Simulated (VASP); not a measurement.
An input for Quantum ESPRESSO's pw.x (written as the equivalent of a VASP run, and not itself run):

```
&CONTROL
  calculation = 'scf'
  pseudo_dir = './pseudo'
  outdir = './out'
  tprnfor = .true.
  tstress = .true.
/
&SYSTEM
  ibrav = 0
  nat = 3
  ntyp = 2
  ecutwfc = 74
  occupations = 'tetrahedra'
  input_dft = 'vdw-df-ob86'
/
&ELECTRONS
  conv_thr = 7.3e-09
  electron_maxstep = 100
/
ATOMIC_SPECIES
  K 39.098 K.upf
  S 32.060 S.upf
CELL_PARAMETERS angstrom
     0.0000000    3.6851218    3.6851218
     3.6851218    0.0000000    3.6851218
     3.6851218    3.6851218    0.0000000
ATOMIC_POSITIONS crystal
  K    0.2500000  0.2500000  0.2500000
  K    0.7500000  0.7500000  0.7500000
  S    0.0000000  0.0000000  0.0000000
K_POINTS automatic
  6 6 6 0 0 0
```

Question: Write the VASP files for the same calculation (optB86b-vdW).

Answer: This is not unique; one that fits is 
### KPOINTS
```
Automatic mesh
0
G
6 6 6
```

### POSCAR
```
K2S
1
    0.0000000000     3.6851217586     3.6851217586
    3.6851217586     0.0000000000     3.6851217586
    3.6851217586     3.6851217586     0.0000000000
K S
2 1
Direct
  0.2500000000   0.2500000000   0.2500000000
  0.7500000000   0.7500000000   0.7500000000
  0.0000000000   0.0000000000   0.0000000000
```

INCAR:
```
! general
SYSTEM    =  K2S
PREC      =  Accurate
ENCUT     =  520   ! plane-wave cut-off (eV)
LREAL     =  .FALSE.   ! projection in real space or not
LASPH     =  .TRUE.

! electronic loop
EDIFF     =  1E-7   ! SCF stop (eV)
NELM      =  100   ! most electronic steps
ALGO      =  Normal   ! blocked Davidson

! smearing
ISMEAR    =  -5   ! tetrahedra, Bloechl

! functional
GGA       =  MK
LUSE_VDW  =  .TRUE.
AGGAC     =  0.0
PARAM1    =  0.1234
PARAM2    =  1.0

! ions
ISIF      =  2

! output
LWAVE     =  .FALSE.
LCHARG    =  .TRUE.
LORBIT    =  11
NEDOS     =  601

! other
LEFG      =  .TRUE.
```

POTCAR, in this order: K_sv S (PBE.64 set). Program: vasp_std.

What does not carry over: the potentials are each code's own (VASP's PAW set, PseudoDojo norm-conserving files in pw.x), so ENCUT and ecutwfc are chosen apart and not converted; conv_thr bounds pw.x's estimated SCF error, while EDIFF bounds the energy change between steps; the field gradients of LEFG aren't asked of the other code.

The compound is K2S in the antifluorite structure. It was relaxed first.
